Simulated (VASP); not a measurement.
Crystal: NbTe.

```
Te Nb
1.0
     3.70297    0.00000    0.00000
    -1.85149    3.20687    0.00000
     0.00000    0.00000    3.69421
Te Nb
1 1
Direct
  0.66667 0.33333 0.00000
  0.00000 0.00000 0.50000
```

The cell comes from a database or a generator and needn't be the stable form of this composition.

```yaml
Program: VASP 6.6.1
Task: relaxation of cell and atoms
Functional: r2SCAN50
Potentials_or_basis: VASP PAW PBE potentials, release 64 (Te, Nb_sv)
Cutoff: 600 eV
k_mesh: 4 × 4 × 4
Occupations: gaussian, width 0.05 eV
Spin: no spin polarisation
```

At the start: pressure -10.7 GPa; volume 21.93 Å³/atom.

Question: How do energy, volume and symmetry change on relaxing?

Answer: Over 12 steps the energy falls by 60.6 meV/atom and the volume is 20.31 Å³/atom (-7.4 %); space group P-6m2 (No. 187, to 0.05 Å).

Step by step:
```csv
step,energy change (eV),largest force (eV/Å),pressure (GPa),volume (Å³)
1,0.0000,0.0000,-10.71,43.87
2,0.3906,0.0000,32.87,35.19
3,-0.1209,0.0000,-0.64,40.79
4,-0.1212,0.0000,-0.15,40.66
5,-0.1212,0.0000,0.11,40.60
6,-0.1212,0.0000,-0.20,40.67
7,-0.1212,0.0000,-0.03,40.63
8,-0.1212,0.0000,-0.02,40.63
9,-0.1212,0.0000,-0.10,40.65
10,-0.1212,0.0000,-0.04,40.63
11,-0.1212,0.0000,-0.05,40.63
12,-0.1212,0.0000,0.00,40.62
```

Final structure:
```cif
data_structure
_symmetry_space_group_name_H-M 'P 1'
_symmetry_Int_Tables_number 1
_cell_length_a 3.6212
_cell_length_b 3.6212
_cell_length_c 3.5767
_cell_angle_alpha 90.000
_cell_angle_beta 90.000
_cell_angle_gamma 120.000
_cell_volume 40.62
loop_
_atom_site_label
_atom_site_type_symbol
_atom_site_fract_x
_atom_site_fract_y
_atom_site_fract_z
_atom_site_occupancy
Te1 Te 0.66667 0.33333 0.00000 1
Nb1 Nb 0.00000 0.00000 0.50000 1
```

Caveat: the k mesh is coarse (spacing up to 0.49 Å⁻¹), so the values aren't converged, least of all with exact exchange; the PAW data sets were made with another functional, which shifts forces and pressure a little.
